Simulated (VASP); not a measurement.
Input:

```yaml
crystal:
  lattice:
    - [0.00000, 2.31500, 2.31500]
    - [2.40760, 0.00000, 2.31500]
    - [2.40760, 2.31500, 0.00000]
  atoms:
    - { symbol: Na, position: [0.00000, 0.00000, 0.00000] }
    - { symbol: F, position: [0.50000, 0.50000, 0.50000] }
```

All values below come from PBEsol GGA, VASP's PBE PAW potentials (set 64) (plane waves; VASP 6.6.1). Run with 600 eV cut-off, 10×10×10 Γ-centred mesh, Gaussian smearing of 0.050 eV, potentials Na_pv F.

Q: What does the run give for the energy per atom (σ→0), pressure, band gap (on the k-mesh) with the smallest direct gap where there is one?

A: 
```json
{
 "band gap (on the k-mesh)": "5.97 eV",
 "smallest direct gap (on the k-mesh)": "5.97 eV",
 "energy per atom (σ→0)": "-4.381 eV/atom",
 "pressure": "-17.1 kbar"
}
```

Only differences to runs with the same potentials and settings are physical.

The compound is NaF in the rock salt structure. This cell was strained or had an atom moved on purpose.
